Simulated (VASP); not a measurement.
BN (zinc blende), at 0.96 of the tabulated volume:

```
CELL_PARAMETERS angstrom
      0.00000     1.78307     1.78307
      1.78307     0.00000     1.78307
      1.78307     1.78307     0.00000
ATOMIC_POSITIONS crystal
  B  0.00000 0.00000 0.00000
  N  0.25000 0.25000 0.25000
```

The lowest empty band near X, direction across the valley's axis, from mBJ (TB09) with spin-orbit coupling in VASP (PAW); its two spin partners are averaged. The gap over the points computed is 5.82 eV, and the next band on that side lies 4.54 eV away at the edge.

Run with 520 eV cut-off, 14×14×14 Γ-centred mesh, Gaussian smearing of 0.050 eV, potentials B N.

| distance from the edge in k (1/Å) | distance in energy (meV) |
|---|---|
| 0.018 | 4.0 |
| 0.025 | 7.7 |
| 0.035 | 15.0 |
| 0.050 | 30.7 |
| 0.070 | 60.0 |

**Question.** Fit E(1 + αE) = ħ²k²/2m* (ħ²/2m0 = 3.810 eV Å²) and predict the row at 0.095 1/Å.

**Answer.** The rows don't resolve α, so a parabola serves: the electron mass is m* = 0.311 m0, and so 110.6 meV. The run gave 110.1 meV, -0.5 meV from the fit.

Left out are points under 3 meV from the edge, since the levels carry 0.1 meV, and points farther than half the way to the next band.

The compound is BN in the zinc blende structure. The cell was not relaxed at this level.
